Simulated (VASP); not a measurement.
All values below come from PBE GGA, VASP's PBE PAW potentials (set 64) (plane waves; VASP).

The input files of a VASP run:

**INCAR**
```
! general
SYSTEM   =  NaI
PREC     =  Accurate
ENCUT    =  480
LREAL    =  .FALSE.
LASPH    =  .TRUE.

! electronic loop
EDIFF    =  1E-7
NELM     =  100
ALGO     =  Normal
LMAXMIX  =  4

! smearing
ISMEAR   =  0
SIGMA    =  0.05

! functional
GGA      =  PE

! ions
ISIF     =  2

! output
LWAVE    =  .FALSE.
LCHARG   =  .FALSE.
```

POSCAR:
```
NaI
1
    0.0000000000     3.2566474738     3.2566474738
    3.2566474738     0.0000000000     3.2566474738
    3.2566474738     3.2566474738     0.0000000000
Na I
1 1
Direct
  0.0000000000   0.0000000000   0.0000000000
  0.5000000000   0.5000000000   0.5000000000
```

**KPOINTS**
```
kpoints
0
Gamma
  6 6 6
0 0 0
```

POTCAR, in this order: Na_pv I (PBE.64 set). Program: vasp_std.

The resulting files:

OUTCAR:
```
 ion  position               nearest neighbor table
   1  0.000  0.000  0.000-
   2  0.500  0.500  0.500-
  LATTYP: Found a face centered cubic cell.
 ALAT       =     6.5132949476
 Subroutine PRICEL returns:
 Original cell was already a primitive cell.
 Subroutine GETGRP returns: Found 48 space group operations
The static configuration has the point symmetry O_h .
The dynamic configuration has the point symmetry O_h .
 Subroutine INISYM returns: Found 48 space group operations
 Subroutine IBZKPT returns following result:
 Found     16 irreducible k-points:

 Following reciprocal coordinates:
            Coordinates               Weight
  0.000000  0.000000  0.000000      1.000000
  0.166667  0.000000  0.000000      8.000000
  0.333333  0.000000  0.000000      8.000000
  0.500000  0.000000  0.000000      4.000000
  0.166667  0.166667  0.000000      6.000000
  0.333333  0.166667  0.000000     24.000000
  0.500000  0.166667  0.000000     24.000000
 -0.333333  0.166667  0.000000     24.000000
 -0.166667  0.166667  0.000000     12.000000
...
```

**OSZICAR**
```
       N       E                     dE             d eps       ncg     rms          rms(c)
DAV:   1     0.769532250622E+02    0.76953E+02   -0.65987E+03   352   0.107E+03
DAV:   2     0.164713424087E+01   -0.75306E+02   -0.71200E+02   374   0.225E+02
DAV:   3    -0.522586641415E+01   -0.68730E+01   -0.68179E+01   430   0.690E+01
DAV:   4    -0.545152775550E+01   -0.22566E+00   -0.22554E+00   415   0.129E+01
DAV:   5    -0.545742601897E+01   -0.58983E-02   -0.58981E-02   426   0.217E+00    0.162E+00
DAV:   6    -0.539410389493E+01    0.63322E-01   -0.90113E-02   406   0.200E+00    0.111E+00
DAV:   7    -0.538491904540E+01    0.91848E-02   -0.76065E-02   403   0.169E+00    0.588E-01
DAV:   8    -0.538707855490E+01   -0.21595E-02   -0.54775E-03   361   0.716E-01    0.155E-01
DAV:   9    -0.538704230387E+01    0.36251E-04   -0.14811E-04   400   0.135E-01    0.454E-02
DAV:  10    -0.538705662596E+01   -0.14322E-04   -0.43716E-05   403   0.796E-02    0.701E-03
DAV:  11    -0.538705693569E+01   -0.30973E-06   -0.49237E-06   373   0.250E-02    0.231E-03
DAV:  12    -0.538705720165E+01   -0.26596E-06   -0.61819E-07   385   0.606E-03    0.115E-03
DAV:  13    -0.538705725033E+01   -0.48676E-07   -0.77026E-09   254   0.105E-03
   1 F= -.53870573E+01 E0= -.53870573E+01  d E =-.517388E-18
```

File OUTCAR:
```
------------------------ aborting loop because EDIFF is reached ----------------------------------------
  FORCE on cell =-STRESS in cart. coord.  units (eV):
  Direction    XX          YY          ZZ          XY          YZ          ZX
  --------------------------------------------------------------------------------------
  Total        0.0430956      0.0430956      0.0430956      0.0000000      0.0000000     -0.0000000
  in kB        0.9995418      0.9995418      0.9995418      0.0000000      0.0000000     -0.0000000
  external PRESSURE =       0.9995418 kB  Pullay stress =       0.0000000 kB
  volume of cell :       69.08
      direct lattice vectors                 reciprocal lattice vectors
     0.000000000  3.256647474  3.256647474    -0.153532123  0.153532123  0.153532123
     3.256647474  0.000000000  3.256647474     0.153532123 -0.153532123  0.153532123
     3.256647474  3.256647474  0.000000000     0.153532123  0.153532123 -0.153532123
  FREE ENERGIE OF THE ION-ELECTRON SYSTEM (eV)
  ---------------------------------------------------
  free  energy   TOTEN  =        -5.3870572503 eV

  energy  without entropy=       -5.3870572503  energy(sigma->0) =       -5.38705725
```
(Selected blocks of OUTCAR.)

The compound is NaI in the rock salt structure. It was relaxed first.
